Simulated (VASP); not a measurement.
Ni$_{3}$Si (L1_2) is relaxed at rising pressure, each step from the one before. Symmetry mostly holds the structure type, and other phases were not tried. The mesh follows the cell, and a change of mesh leaves a small step in the series.

Consider the following.

Ni₃Si is taken in the cubic space group Pm-3m (No. 221), the Cu3Au type structure, Pearson symbol cP4. Conventional cell: a = b = c = 3.429 Å, α = β = γ = 90.00°. Si on 1a sees 12 Ni at 2.425 Å (cuboctahedral). Ni on 3c has 8 Ni at 2.425 Å and 4 Si at 2.425 Å (cuboctahedral). (Neighbours: up to the widest gap in distance over summed covalent radii, below 1.35, at either atom; cation-cation and far metal-metal contacts left out.)

The numbers are results of LDA (Ceperley-Alder, Perdew-Zunger), VASP's LDA PAW potentials (set 64) (plane waves; VASP), not measurements. Run with 500 eV cut-off, 9×9×9 Γ-centred mesh, first-order Methfessel-Paxton smearing of 0.10 eV, potentials Si Ni.

```csv
P (GPa),V (Å³/atom),H − H(0) (eV/atom),space group,gap on the mesh (eV),k-mesh
0,10.08,0.000,Pm-3m,0.00,9×9×9
5,9.90,0.312,Pm-3m,0.00,9×9×9
10,9.73,0.618,Pm-3m,0.00,9×9×9
20,9.44,1.215,Pm-3m,0.00,9×9×9
30,9.19,1.796,Pm-3m,0.00,9×9×9
45,8.86,2.640,Pm-3m,0.00,9×9×9
```

Pressures at which the relaxation failed are left out.

The compound is Ni3Si in the L1_2 structure. The run is not spin-polarised, so no magnetic state was tried.
